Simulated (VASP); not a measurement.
Here is the system:

```
NaF
1.0
    3.23406     0.00000     0.00000
    0.00000     4.57365     0.00000
    0.00000     0.00000    24.51961
Na F
6 6
Cartesian
  0.00000   0.00000   8.27150
  1.61703   2.28682   9.78982
  0.00000   0.00000  11.45138
  1.61703   2.28682  13.06823
  0.00000   0.00000  14.72978
  1.61703   2.28682  16.24811
  1.61703   0.00000   9.79608
  0.00000   2.28682   8.24288
  1.61703   0.00000  13.06090
  0.00000   2.28682  11.45870
  1.61703   0.00000  16.27673
  0.00000   2.28682  14.72353
```

All values below come from r2SCAN meta-GGA, VASP's PBE PAW potentials (set 64) (plane waves; VASP). Settings: PREC = Normal, 450 eV cut-off, 6×5×1 Γ-centred mesh, Gaussian smearing of 0.050 eV, potentials Na_pv F.

Q: Predict the energy per atom (σ→0), band gap (on the k-mesh) with the smallest direct gap where there is one.

A: 
| Property | Result |
|---|---|
| band gap (on the k-mesh) | 5.81 eV |
| smallest direct gap (on the k-mesh) | 5.81 eV |
| energy per atom (σ→0) | -6.189 eV/atom |

The cell is a thin slab with vacuum, built from NaF (rock salt): (110) face.
